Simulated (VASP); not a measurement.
Computed with PBE GGA, VASP's PBE PAW potentials (set 64) (plane waves; VASP 6.6.1).

VASP ran on this input.

**INCAR**
```
SYSTEM  =  MoSi2
PREC  =  Accurate; ENCUT  =  300; LREAL  =  Auto
LASPH  =  T
EDIFF  =  1E-6; NELM  =  100; ALGO  =  Normal
LMAXMIX  =  4
ISMEAR  =  0; SIGMA  =  0.2
GGA  =  PE
ISIF  =  2
LWAVE  =  F; LCHARG  =  F
DIPOL  =  0.5 0.5 0.5
LDIPOL  =  T; IDIPOL  =  3
```

**POSCAR**
```
MoSi2
1
    4.5850220000     0.0000000000     0.0000000000
    2.2925110000     8.2532860000     0.0000000000
    0.0000000000     0.0000000000    18.1707000000
Si Mo
12 6
Direct
  0.8628220000   0.1743570000   0.4298020000
  0.7458020000   0.4083960000   0.3302020000
  0.5935330000   0.7129350000   0.3697990000
  0.0150910000   0.8698180000   0.3902000000
  0.4014000000   0.0972010000   0.5498030000
  0.2843800000   0.3312400000   0.4501970000
  0.1321110000   0.6357790000   0.4898000000
  0.5536690000   0.7926620000   0.5102000000
  0.9399780000   0.0200450000   0.6697980000
  0.8229580000   0.2540840000   0.5701980000
  0.6706890000   0.5586230000   0.6098000000
  0.0922470000   0.7155060000   0.6302010000
  0.4389560000   0.0220870000   0.4100010000
  0.1696670000   0.5606650000   0.3499980000
  0.9775340000   0.9449320000   0.5300020000
  0.7082450000   0.4835100000   0.4699980000
  0.5161120000   0.8677760000   0.6500020000
  0.2468230000   0.4063540000   0.5899990000
```

File KPOINTS:
```
Automatic
0
Gamma
6 6 1
0 0 0
```

POTCAR, in this order: Si Mo_sv (PBE.64 set). Program: vasp_std.

The cell holds a wide vacuum, so values per volume refer to the whole cell.

Q: What does the run give for the energy per atom (σ→0), largest force, band gap (on the k-mesh)?

A: 
```yaml
energy per atom (σ→0): -7.092 eV/atom
band gap (on the k-mesh): none (metal, semimetal or under 0.01 eV)
largest_force: 1.444 eV/Å
```

File OSZICAR:
```
...
DAV:  20    -0.127756933564E+03   -0.49271E-03   -0.21911E-05  2005   0.109E-02    0.385E-03
DAV:  21    -0.127757130153E+03   -0.19659E-03   -0.10388E-05  1901   0.607E-03    0.220E-03
DAV:  22    -0.127757199262E+03   -0.69109E-04   -0.63462E-06  1821   0.395E-03    0.120E-03
DAV:  23    -0.127757224141E+03   -0.24879E-04   -0.27459E-06  1718   0.237E-03    0.552E-04
DAV:  24    -0.127757228918E+03   -0.47773E-05   -0.55046E-07  1548   0.112E-03    0.215E-04
DAV:  25    -0.127757230555E+03   -0.16365E-05   -0.19694E-07  1461   0.667E-04    0.144E-04
DAV:  26    -0.127757230975E+03   -0.41953E-06   -0.75870E-08  1364   0.436E-04
   1 F= -.12775723E+03 E0= -.12765553E+03  d E =-.203392E+00
```

The cell is a sheet with vacuum, built from a generated structure.
